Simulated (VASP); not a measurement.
Be3Te2O: relaxation of cell and atoms with PBE

Crystal: Be3Te2O.

```
Be Te O
1.0
    -1.86300    5.50200    2.43200
     1.86300   -5.50200    2.43200
     1.86300    5.50200   -2.43200
Be Te O
3 2 1
Direct
  0.93379 0.81147 0.12232
  0.68915 0.81147 0.87768
  0.16098 0.66098 0.50000
  0.66452 0.00267 0.66185
  0.34082 0.00267 0.33815
  0.99095 0.99095 0.00000
```

The cell was built by a generator and needn't be a form met in nature.

```yaml
Program: VASP 6.6.1
Task: relaxation of cell and atoms
Functional: PBE
Potentials_or_basis: VASP PAW PBE potentials, release 64 (Be, Te, O)
Cutoff: 520 eV
k_mesh: 10 × 10 × 10
Occupations: gaussian, width 0.1 eV
Spin: no spin polarisation
Further_INCAR_settings: ALGO = Normal; EDIFF = 1e-06; IBRION = 2; EDIFFG = -0.01; NSW = 90; ISIF = 3
```

```yaml
Relaxed_volume: 16.60 Å³/atom
Relaxed_cell: a = 6.294 Å, b = 6.294 Å, c = 6.294 Å, α = 145.62°, β = 58.27°, γ = 134.47°
Space_group_after_relaxing_to_0.05_Å: Imm2 (No. 44)
Energy_gained_by_relaxing: 0.2 meV/atom
Ionic_steps: 6
Pressure_after_relaxing: 0.0 GPa
Largest_force_after_relaxing: 0.009 eV/Å
Band_gap_on_the_k_mesh: 0.38 eV, indirect (least direct gap 0.44 eV)
```

Forces on the atoms (eV/Å):
```
Be   0.000  0.004  0.004
Be   0.000 -0.004  0.004
Be   0.000  0.000 -0.007
Te   0.000  0.007 -0.005
Te   0.000 -0.007 -0.005
O    0.000  0.000  0.009
```

The path:
```csv
step,energy change (eV),largest force (eV/Å),pressure (GPa),volume (Å³)
1,0.0000,0.0513,0.04,99.71
2,-0.0004,0.0376,-0.05,99.78
3,-0.0006,0.0345,-0.16,99.86
4,-0.0009,0.0218,-0.08,99.74
5,-0.0010,0.0171,0.02,99.60
6,-0.0010,0.0088,0.01,99.61
```

Final structure:
```cif
data_structure
_symmetry_space_group_name_H-M 'P 1'
_symmetry_Int_Tables_number 1
_cell_length_a 6.2938
_cell_length_b 6.2938
_cell_length_c 6.2938
_cell_angle_alpha 145.622
_cell_angle_beta 58.274
_cell_angle_gamma 134.470
_cell_volume 99.61
loop_
_atom_site_label
_atom_site_type_symbol
_atom_site_fract_x
_atom_site_fract_y
_atom_site_fract_z
_atom_site_occupancy
Be1 Be 0.93568 0.81257 0.12311 1
Be2 Be 0.68946 0.81257 0.87689 1
Be3 Be 0.15869 0.65869 0.50000 1
Te1 Te 0.66435 0.00294 0.66140 1
Te2 Te 0.34154 0.00294 0.33860 1
O1 O 0.99051 0.99051 0.00000 1
```

Levels at points of the mesh, in eV from the valence-band top:
```
           k point  band 9  band 10  band 11  band 12  band 13  band 14  band 15  band 16
(0.00, 0.00, 0.00)   -2.00    -1.87    -1.81    -0.23     0.38     2.77     3.85     4.59
(0.50, 0.00, 0.00)   -2.06    -1.63    -1.36    -0.87     1.65     3.05     4.22     4.23
(0.00, 0.50, 0.00)   -4.21    -3.03    -2.29    -2.09     2.15     3.20     4.57     4.68
(0.50, 0.50, 0.00)   -3.62    -2.79    -2.64    -1.99     1.34     2.45     2.99     3.27
(0.50, 0.50, 0.50)   -2.84    -1.88    -1.77     0.00     0.44     2.33     3.01     3.29
```

It took 4.2 min on 8 MPI ranks on Intel(R) Xeon(R) Platinum 8488C (Sapphire Rapids) (shared host), peak memory 0.56 GiB a rank.

Caveat: spin-orbit coupling is left out, which moves the levels of the heavy elements. A k mesh can miss the band edges.
